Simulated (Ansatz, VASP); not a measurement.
# TlGa2Ag: VASP beside Ansatz

```
Ag Ga Tl
1.0
     1.09905   -3.79534    0.00000
     1.09905   -1.73854   -3.37374
     7.10269    0.00000    0.00000
Ag Ga Tl
1 2 1
Direct
  0.50000 0.50000 0.50000
  0.75000 0.75000 0.75000
  0.25000 0.25000 0.25000
  0.00000 0.00000 0.00000
```

The cell was built by a generator and needn't be a form met in nature.

Alike in both runs: task single point; functional PBE; k mesh 5 × 5 × 5; occupations fermi-dirac, width 0.0103 eV; no spin polarisation.

|  | VASP | Ansatz |
| --- | --- | --- |
| version | VASP 6.6.1 | Ansatz 0.2.0 |
| potentials or method | VASP PAW PBE potentials, release 64 (Ag, Ga_d, Tl_d) | PAW plane waves |
| plane-wave cutoff (eV) | 520 | 420 |
| valence electrons in the cell | 50 | 58 |

Ansatz gave:

- gap on the k mesh at the Fermi level (eV): none
- pressure (GPa): 1.6
- largest component of the traceless stress (GPa): 0.11
- rms of the force components (eV/Å): 0.461

Estimate VASP's values.

gap on the k mesh at the Fermi level (eV): none; pressure (GPa): 1.7; largest component of the traceless stress (GPa): 0.12; rms of the force components (eV/Å): 0.461.

Atom by atom the forces differ by 0.000 eV/Å (rms over components). A gap of «none» marks a metal or a gap that the smearing closes. The functional is the same, so the differences come from potentials, cutoffs and numerics. The two sets of potentials don't hold the same shells in valence. Ansatz warned: «structure_snapped_to_symmetry».

Caveats: the k mesh is coarse (spacing up to 0.37 Å⁻¹), so the values aren't converged; forces of over 1 eV/Å show positions far from the minimum, so gaps and moduli don't describe the material at rest. Spin-orbit coupling is left out, which matters for the levels of Tl.
